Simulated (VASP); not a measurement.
Write the native input for VASP 6.6.1 that does the following.

```
Task                   : single point
Functional             : PBEsol
Potentials or basis    : VASP PAW PBE potentials, release 64 (Bi_d, Te)
Cutoff                 : 520 eV
k mesh                 : 15 × 15 × 15
Occupations            : gaussian, width 0.15 eV
Spin                   : no spin polarisation
Dipole correction      : no
Further INCAR settings : ALGO = Fast; EDIFF = 1e-06; NBANDS = 18
```

The structure of BiTe lies in POSCAR:

```
BiTe
1.0
    2.4909886969      1.4381729947      3.1379227438
   -2.4909886969      1.4381729947      3.1379227438
    0.0000000000     -2.8763459894      3.1379227438
Bi Te
1 1
Direct
    0.5000000000      0.5000000000      0.5000000000
    0.0000000000      0.0000000000      0.0000000000
```

The cell comes from a database or a generator and needn't be the stable form of this composition.

These files were run (other wordings do the same):

INCAR

```
SYSTEM = BiTe
  PREC = Accurate
  ENCUT = 520
  EDIFF = 1E-6
  ISMEAR = 0
  SIGMA = 0.15
  LREAL = .FALSE.
  LASPH = .TRUE.
  NELM = 100
  ALGO = Fast
  ISIF = 2
  LWAVE = .FALSE.
  LCHARG = .FALSE.
  GGA = PS
  NBANDS = 18
```

KPOINTS

```
regular mesh
0
G
  15 15 15
  0 0 0
```

Potentials or basis: VASP PAW PBE potentials, release 64 (Bi_d, Te).

Command:

```console
$ cat potpaw_PBE.64/Bi_d/POTCAR potpaw_PBE.64/Te/POTCAR > POTCAR
$ mpirun -np 1 vasp_std > vasp.out
```

It gave:

```
Pressure               : -3.4 GPa
Band gap on the k mesh : none (metal or under the smearing width)
```

Caveat: the PAW data sets were made with another functional, which shifts forces and pressure a little; spin-orbit coupling is left out, which moves the levels of the heavy elements.

Run time: 94 s on 1 thread of Intel(R) Xeon(R) 6975P-C (Granite Rapids) (shared host), peak memory 0.5 GiB.
